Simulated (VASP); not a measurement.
# Bi: which input changes matter, part 2 of 3

Which changes to a sound input spoil a run on Bi, which are harmless, and which give a warning? All runs use LDA. This is not the structure that Bi takes at ambient conditions. The start is a computed cell from the Materials Project.

VASP 6.6.1; LDA; plane waves and PAW (Bi_d).

Still holding for the runs below: This run has no spin polarisation. Its electron count is odd, so without a moment it is a metal by construction. The k-mesh is coarse for a metal.

So far. Step 2 (Reference run): The pressure is -3.50 GPa and the largest force 0.000 eV/Å, so the cell is not at a minimum at these settings. Step 3 (Total energy, forces and stress (LDA) with a changed …): Against the reference run the energy at zero smearing moves by -0.72 meV an atom and the pressure by -0.07 GPa.

The starting crystal is not the ambient structure of Bi (space group No. 166); it is a model or a phase of other conditions.

### 6. Relaxing cell and atoms (LDA) with a changed input

Properties are meant for the cell that this level of theory prefers, so cell and atoms are relaxed first (ISIF = 3) until forces and stress are small; EDIFFG sets the threshold. Some settings are moved from the usual, to see what they do.

INCAR

```
SYSTEM = Bi
PREC = Accurate
ENCUT = 250
EDIFF = 1E-06
NELM = 100
ISMEAR = -1
SIGMA = 0.05
LREAL = .FALSE.
ALGO = Normal
GGA = CA
NBANDS = 13
LORBIT = 11
LWAVE = .FALSE.
LCHARG = .FALSE.
KPAR = 2
IBRION = 2
NSW = 60
ISIF = 3
EDIFFG = -0.01
```

POSCAR

```
Bi
1.0
   -1.9814305318      1.9814305318      1.9814305318
    1.9814305318     -1.9814305318      1.9814305318
    1.9814305318      1.9814305318     -1.9814305318
Bi
1
Direct
    0.0000000000      0.0000000000      0.0000000000
```

KPOINTS

```
Automatic mesh
0
Gamma
8 8 8
0 0 0
```

Potentials, in the order of the species: Bi_d (LDA family, release 64).

On the command line:

```bash
$ mpirun -np 2 vasp_std
```

What it wrote:

```text
[... set-up lines as in an earlier step ...]
 entering main loop
       N       E                     dE             d eps       ncg     rms          rms(c)
DAV:   1     0.818206225160E+02    0.81821E+02   -0.54912E+03   811   0.784E+02
DAV:   2    -0.682119745194E+00   -0.82503E+02   -0.80511E+02   824   0.252E+02
DAV:   3    -0.436621012183E+01   -0.36841E+01   -0.36779E+01   909   0.575E+01
DAV:   4    -0.443047146629E+01   -0.64261E-01   -0.64252E-01   949   0.797E+00
DAV:   5    -0.443244758747E+01   -0.19761E-02   -0.19761E-02   946   0.122E+00    0.519E-01
DAV:   6    -0.442549046593E+01    0.69571E-02   -0.58408E-03   967   0.985E-01    0.306E-01
DAV:   7    -0.442287326578E+01    0.26172E-02   -0.47345E-03   919   0.818E-01    0.602E-02
DAV:   8    -0.442278428914E+01    0.88977E-04   -0.36617E-04   969   0.297E-01    0.995E-03
DAV:   9    -0.442278453172E+01   -0.24258E-06   -0.81843E-06   914   0.413E-02
   1 F= -.44227845E+01 E0= -.44195328E+01  d E =-.442278E+01
 curvature:   0.00 expect dE= 0.000E+00 dE for cont linesearch  0.000E+00
 trial: gam= 0.00000 g(F)=  0.638E-61 g(S)=  0.721E-01 ort = 0.000E+00 (trialstep = 0.100E+01)
 search vector abs. value=  0.721E-01
 bond charge predicted
       N       E                     dE             d eps       ncg     rms          rms(c)
DAV:   1    -0.648651752651E+01   -0.20637E+01   -0.42512E+01   944   0.103E+02    0.766E+00
DAV:   2    -0.470727085587E+01    0.17792E+01   -0.26112E+00   894   0.310E+01    0.288E+00
DAV:   3    -0.442711192114E+01    0.28016E+00   -0.91230E-01  1059   0.169E+01    0.281E-01
DAV:   4    -0.443009532694E+01   -0.29834E-02   -0.12677E-02   819   0.941E-01    0.162E-01
DAV:   5    -0.443304113075E+01   -0.29458E-02   -0.97027E-03   854   0.835E-01    0.724E-02
DAV:   6    -0.443278242548E+01    0.25871E-03   -0.99683E-04   824   0.295E-01    0.153E-02
DAV:   7    -0.443279994652E+01   -0.17521E-04   -0.45125E-05   919   0.377E-02    0.398E-03
DAV:   8    -0.443279929193E+01    0.65459E-06   -0.24881E-06   874   0.874E-03
   2 F= -.44327993E+01 E0= -.44299471E+01  d E =-.100148E-01
 trial-energy change:   -0.010015  1 .order   -0.007252   -0.072149    0.057646
 step:   0.5868(harm=  0.5559)  dis= 0.00000  next Energy=    -4.444513 (dE=-0.217E-01)
 bond charge predicted
       N       E                     dE             d eps       ncg     rms          rms(c)
DAV:   1    -0.478458661958E+01   -0.35179E+00   -0.83114E+00   934   0.529E+01    0.304E+00
DAV:   2    -0.449652259691E+01    0.28806E+00   -0.43723E-01   909   0.111E+01    0.121E+00
DAV:   3    -0.444462883323E+01    0.51894E-01   -0.19054E-01  1086   0.706E+00    0.121E-01
DAV:   4    -0.444479131618E+01   -0.16248E-03   -0.16165E-03   864   0.401E-01    0.695E-02
DAV:   5    -0.444515439166E+01   -0.36308E-03   -0.20174E-03   829   0.418E-01    0.381E-02
DAV:   6    -0.444506918810E+01    0.85204E-04   -0.33777E-04   849   0.219E-01    0.401E-03
DAV:   7    -0.444507018297E+01   -0.99487E-06   -0.93051E-06   889   0.225E-02
   3 F= -.44450702E+01 E0= -.44420743E+01  d E =-.222857E-01
 curvature:  -0.28 expect dE=-0.902E-07 dE for cont linesearch -0.902E-07
 trial: gam= 0.00000 g(F)=  0.136E-61 g(S)=  0.326E-06 ort =-0.153E-03 (trialstep = 0.917E+00)
 search vector abs. value=  0.326E-06
 reached required accuracy - stopping structural energy minimisation
```

It took 7 s on 2 MPI ranks of AMD EPYC 7R43, shared host; peak memory 0.16 GiB; 12 s of CPU time.

OUTCAR, selected parts (step 6):

```text
   ENCUT  =  250.0 eV  18.37 Ry    4.29 a.u.   4.42  4.42  4.42*2*pi/ulx,y,z

   NELECT =      15.0000    total number of electrons

 E-fermi :   8.4641

 k-point     1 :       0.0000    0.0000    0.0000
  band No.  band energies     occupation
    ...
      2     -14.5416      2.00000
      3     -14.5416      2.00000
      4     -14.3812      2.00000
      5     -14.3812      2.00000
      6      -5.5182      2.00000
      7      13.9480      0.00000
      8      13.9480      0.00000
      9      13.9480      0.00000
     10      18.5001      0.00000
     11      18.9920      0.00000
    ...

  Total        0.0015011      0.0015011      0.0015011     -0.0000000      0.0000000     -0.0000000
  in kB        0.0821186      0.0821186      0.0821186     -0.0000000      0.0000000     -0.0000000
  external PRESSURE =       0.0821186 kB  Pullay stress =       0.0000000 kB

 POSITION                                       TOTAL-FORCE (eV/Angst)
 -----------------------------------------------------------------------------------
      0.00000      0.00000      0.00000        -0.000000     -0.000000      0.000000
 -----------------------------------------------------------------------------------
    total drift:                                0.000000     -0.000000      0.000000

  FREE ENERGIE OF THE ION-ELECTRON SYSTEM (eV)
  ---------------------------------------------------
  free  energy   TOTEN  =        -4.4450701830 eV

  energy  without entropy=       -4.4390783583  energy(sigma->0) =       -4.44207427

 reached required accuracy - stopping structural energy minimisation

[... 5 parts as in an earlier step ...]

[... 11 further parts left out ...]
```

CONTCAR:

```
Bi
   1.00000000000000
    -1.9418238357652495    1.9418238357652495    1.9418238357652493
     1.9418238357652495   -1.9418238357652495    1.9418238357652493
     1.9418238357652495    1.9418238357652495   -1.9418238357652493
  Bi
     1
Direct
     0.0000000000000000    0.0000000000000000    0.0000000000000000
```

The run converged. In volume (within 0.3 %) and energy (within 2 meV an atom) it ends like the sound relaxation.

Settings moved from the usual: ENCUT = 250.

The cutoff falls from 400 to 250 eV, which shrinks the basis; the stress suffers most (Pulay stress), and PAW energies need not rise evenly as the basis shrinks.

### 7. Full relaxation (LDA) with a changed input

This run is made with a changed input; what comes of it follows.

INCAR

```
SYSTEM = Bi
PREC = Normal
ENCUT = 180
EDIFF = 1E-06
NELM = 71
ISMEAR = -1
SIGMA = 0.05
LREAL = .FALSE.
ALGO = Normal
GGA = CA
NBANDS = 13
LORBIT = 11
LWAVE = .FALSE.
LCHARG = .FALSE.
KPAR = 2
IBRION = 2
NSW = 30
ISIF = 3
EDIFFG = -0.01
```

POSCAR is that of step 6.

KPOINTS is that of step 6.

On the command line:

```bash
$ mpirun -np 2 vasp_std
```

What it wrote:

```text
[... set-up lines as in an earlier step ...]
 entering main loop
       N       E                     dE             d eps       ncg     rms          rms(c)
DAV:   1     0.613042199979E+02    0.61304E+02   -0.52194E+03   840   0.544E+02
DAV:   2    -0.223430579857E+01   -0.63539E+02   -0.62370E+02   859   0.195E+02
DAV:   3    -0.374027044681E+01   -0.15060E+01   -0.15049E+01   874   0.335E+01
DAV:   4    -0.375029850995E+01   -0.10028E-01   -0.10028E-01   899   0.279E+00
DAV:   5    -0.375044500625E+01   -0.14650E-03   -0.14650E-03   869   0.320E-01    0.141E+00
DAV:   6    -0.370117676012E+01    0.49268E-01   -0.74375E-02   924   0.339E+00    0.620E-01
DAV:   7    -0.369340345211E+01    0.77733E-02   -0.33172E-02   964   0.223E+00    0.110E-01
DAV:   8    -0.369365690456E+01   -0.25345E-03   -0.44120E-04   804   0.150E-01    0.154E-02
DAV:   9    -0.369365629253E+01    0.61203E-06   -0.61229E-06   924   0.239E-02
   1 F= -.36936563E+01 E0= -.36903891E+01  d E =-.369366E+01
[...]
-----------------------------------------------------------------------------
|                                                                             |
|     EEEEEEE  RRRRRR   RRRRRR   OOOOOOO  RRRRRR      ###     ###     ###     |
|     E        R     R  R     R  O     O  R     R     ###     ###     ###     |
|     E        R     R  R     R  O     O  R     R     ###     ###     ###     |
|     EEEEE    RRRRRR   RRRRRR   O     O  RRRRRR       #       #       #      |
|     E        R   R    R   R    O     O  R   R                               |
|     E        R    R   R    R   O     O  R    R      ###     ###     ###     |
|     EEEEEEE  R     R  R     R  OOOOOOO  R     R     ###     ###     ###     |
|                                                                             |
|     Orbital orthonormalization failed in the inversion of matrix            |
|     LAPACK: Routine ZPOTRF failed! kpoint: 1 spin: 1                        |
|                                                                             |
|     Possible solutions for this issue are:                                  |
|     - Please check whether the atoms are too close to each other.           |
|     - Decreasing POTIM might help during relaxations or MDs.                |
|     - Deleting CHGCAR or WAVECAR if incompatible with the structure.        |
|     - Try calculating without symmetrizing (ISYM = 0 or ISYM = -1).         |
|     - As last resort: using a different PAW for some of the atoms.          |
|                                                                             |
|       ---->  I REFUSE TO CONTINUE WITH THIS SICK JOB ... BYE!!! <----       |
|                                                                             |
 -----------------------------------------------------------------------------

1
1
```

The job ended after 3.4 s (2 MPI ranks).

The run ended with an error.

VASP's message: “Orbital orthonormalization failed in the inversion of matrix LAPACK: Routine ZPOTRF failed! kpoint: 1 spin: 1”. No number of this run is used.

The fault in the input: cell relaxed at a low cutoff (ENCUT = 180 and PREC = "Normal"). Relax cells at about 1.3 times the default cutoff with PREC = Accurate.

### 8. A single point (LDA) with a changed input, try 3

A single point gives energy, forces and stress at these settings. Some settings are moved from the usual, to see what they do.

INCAR

```
SYSTEM = Bi
PREC = Accurate
ENCUT = 400
EDIFF = 1E-08
NELM = 100
ISMEAR = -1
SIGMA = 0.05
LREAL = .FALSE.
ALGO = Fast
GGA = CA
NBANDS = 13
LORBIT = 11
LWAVE = .FALSE.
LCHARG = .FALSE.
KPAR = 2
ISIF = 2
NELMDL = -8
```

POSCAR is that of step 7.

KPOINTS is that of step 7.

On the command line:

```bash
$ mpirun -np 2 vasp_std
```

What it wrote:

```text
[... set-up lines as in an earlier step ...]
 entering main loop
       N       E                     dE             d eps       ncg     rms          rms(c)
[... 4 cycles as in an earlier step ...]
DAV:   5    -0.443281953264E+01   -0.54486E-02   -0.54485E-02  1076   0.229E+00
DAV:   6    -0.443303854367E+01   -0.21901E-03   -0.21901E-03  1006   0.379E-01
DAV:   7    -0.443304059540E+01   -0.20517E-05   -0.20518E-05  1071   0.375E-02
DAV:   8    -0.443304068855E+01   -0.93143E-07   -0.93213E-07  1006   0.541E-03    0.474E-01
RMM:   9    -0.442569183624E+01    0.73489E-02   -0.70524E-03   888   0.106E+00    0.280E-01
RMM:  10    -0.442358581256E+01    0.21060E-02   -0.58564E-03   871   0.784E-01    0.776E-02
RMM:  11    -0.442350599647E+01    0.79816E-04   -0.48955E-04   941   0.386E-01    0.108E-02
RMM:  12    -0.442352070021E+01   -0.14704E-04   -0.13915E-04  1044   0.123E-01    0.784E-03
RMM:  13    -0.442352089575E+01   -0.19554E-06   -0.45192E-05   969   0.118E-01    0.317E-03
RMM:  14    -0.442352178239E+01   -0.88664E-06   -0.15077E-05  1102   0.435E-02    0.283E-03
WARNING in EDDRMM: call to ZHEGV failed, returncode =   6  3     13
 num prob RMM:  15    -0.442352215227E+01   -0.36989E-06   -0.43842E-06  1093   0.281E-02    0.206E-03
 num prob  num prob RMM:  16    -0.442352211327E+01    0.39001E-07   -0.97266E-07   980   0.119E-02    0.177E-03
RMM:  17    -0.442352239612E+01   -0.28284E-06   -0.84829E-07   945   0.129E-02    0.292E-03
 num prob WARNING in EDDRMM: call to ZHEGV failed, returncode =   6  3     10
 num prob  num prob  num prob RMM:  18    -0.442352226954E+01    0.12658E-06   -0.90559E-08   967   0.478E-03    0.218E-03
 num prob RMM:  19    -0.442352211231E+01    0.15723E-06   -0.25898E-07   909   0.759E-03    0.733E-04
 num prob  num prob  num prob  num prob  num prob RMM:  20    -0.442352210106E+01    0.11256E-07   -0.64714E-08   871   0.350E-03    0.129E-04
 num prob  num prob  num prob  num prob  num prob  num prob  num prob  num prob  num prob RMM:  21    -0.442352210219E+01   -0.11310E-08   -0.14857E-08   489   0.141E-03
   1 F= -.44235221E+01 E0= -.44202726E+01  d E =-.649893E-02
```

Elapsed: 7.6 s, on 2 MPI ranks; peak memory 0.19 GiB; 14 s of CPU time.

Parts of OUTCAR (step 8):

```text
   NELECT =      15.0000    total number of electrons

 E-fermi :   7.7148

 k-point     1 :       0.0000    0.0000    0.0000
  band No.  band energies     occupation
    ...
      2     -15.3055      2.00000
      3     -15.3055      2.00000
      4     -15.1746      2.00000
      5     -15.1746      2.00000
      6      -5.8618      2.00000
      7      12.7174      0.00000
      8      12.7174      0.00000
      9      12.7174      0.00000
     10      16.9002      0.00000
     11      18.1957      0.00000
    ...

  Total       -0.6831231     -0.6831231     -0.6831231      0.0000000      0.0000000      0.0000000
  in kB      -35.1732900    -35.1732900    -35.1732900      0.0000000      0.0000000      0.0000000
  external PRESSURE =     -35.1732900 kB  Pullay stress =       0.0000000 kB

 POSITION                                       TOTAL-FORCE (eV/Angst)
 -----------------------------------------------------------------------------------
      0.00000      0.00000      0.00000         0.000000      0.000000     -0.000000
 -----------------------------------------------------------------------------------
    total drift:                               -0.000000      0.000000      0.000000

  FREE ENERGIE OF THE ION-ELECTRON SYSTEM (eV)
  ---------------------------------------------------
  free  energy   TOTEN  =        -4.4235221022 eV

  energy  without entropy=       -4.4170231689  energy(sigma->0) =       -4.42027264

[... 9 parts as in an earlier step ...]

[... 8 further parts left out ...]
```

ALGO and NELMDL act on the way to self-consistency or on speed; a fully converged result doesn't depend on them, though slow mixing can meet EDIFF with the stress still off.

This step gave:

```yaml
scf_cycles: 21
free_energy_toten: -4.424 eV
energy_at_zero_smearing: -4.420 eV
fermi_energy: 7.715 eV
pressure: -3.517 GPa
```

Against the reference run the energy at zero smearing moves by -0.00 meV an atom and the pressure by -0.02 GPa.

[end of part 2 of 3]

[Lines on the potential files, build, host, timing and source positions are cut from VASP's logs without a mark.]

[Logs are printed without paths, hosts, clocks, repeated set-up lines and the standing remarks that a program may print on its own settings, such as how far it seeks lower states.]

[Hosts, paths, dates, database ids (printed as entryN), source tags and the programs' standing remarks are cut or masked in the printed files.]

[A measured line is paired with the nearest computed mode of its activity, which favours agreement.]

[In band tables of VASP the shares of atoms and orbitals are scaled to a sum of 1 inside the atoms' spheres.]
